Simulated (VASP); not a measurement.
Computed with PBEsol GGA, VASP's PBE PAW potentials (set 64) (plane waves; VASP 6.6.1).

VASP input:

### POSCAR
```
TiO2
1
    2.6694451643    -2.6685282893    -0.0080086902
    2.6694451643     2.6685282893    -0.0080086902
   -2.6121538071     0.0000000000     4.7900833195
Ti O
2 4
Direct
  0.1280630849   0.8719369151   0.2500000000
  0.8719369151   0.1280630849   0.7500000000
  0.3309957699   0.0865348599   0.6650644365
  0.6690042301   0.9134651401   0.3349355635
  0.9134651401   0.6690042301   0.8349355635
  0.0865348599   0.3309957699   0.1650644365
```

### INCAR
```
! general
SYSTEM  = TiO2
PREC    = Accurate
ENCUT   = 520
LREAL   = .False.   ! projection in real space or not
LASPH   = .True.   ! aspherical one-centre terms
NBANDS  = 84

! electronic loop
EDIFF   = 1E-7
NELM    = 100
ALGO    = Normal
LMAXMIX = 4   ! l cut-off of mixed one-centre charges

! smearing
ISMEAR  = 0   ! Gaussian
SIGMA   = 0.01   ! width (eV)

! functional
GGA     = PS

! output
LWAVE   = .False.
LCHARG  = .False.
NEDOS   = 1001   ! DOS grid

! other
LOPTICS = .True.
CSHIFT  = 0.1
```

File KPOINTS:
```
Automatic mesh
0
G
 8 8 6
```

POTCAR, in this order: Ti_sv O (PBE.64 set). Program: vasp_std.

The dielectric response may not be converged in the k-mesh; for small gaps it tends to come out too large.

Estimate the energy per atom (σ→0).

| Property | Result |
|---|---|
| energy per atom (σ→0) | -9.370 eV/atom |

OSZICAR:
```
...
DAV:  12    -0.562171850785E+02    0.10146E-02   -0.16029E-04 25416   0.167E-01    0.697E-02
DAV:  13    -0.562172341038E+02   -0.49025E-04   -0.12051E-04 21376   0.421E-02    0.216E-02
DAV:  14    -0.562172376559E+02   -0.35520E-05   -0.96623E-06 22304   0.103E-02    0.159E-02
DAV:  15    -0.562172381558E+02   -0.49990E-06   -0.99447E-07 21888   0.501E-03    0.372E-03
DAV:  16    -0.562172380131E+02    0.14265E-06   -0.27460E-07 21624   0.394E-03    0.191E-03
DAV:  17    -0.562172380231E+02   -0.10038E-07   -0.32173E-08 17668   0.131E-03
   1 F= -.56217238E+02 E0= -.56217238E+02  d E =-.367147E-45
 imaginary and real dielectric function
```

The structure comes from a computed database's TiO2 entry (C2/c); how it stands against other phases isn't given here. It was relaxed first.
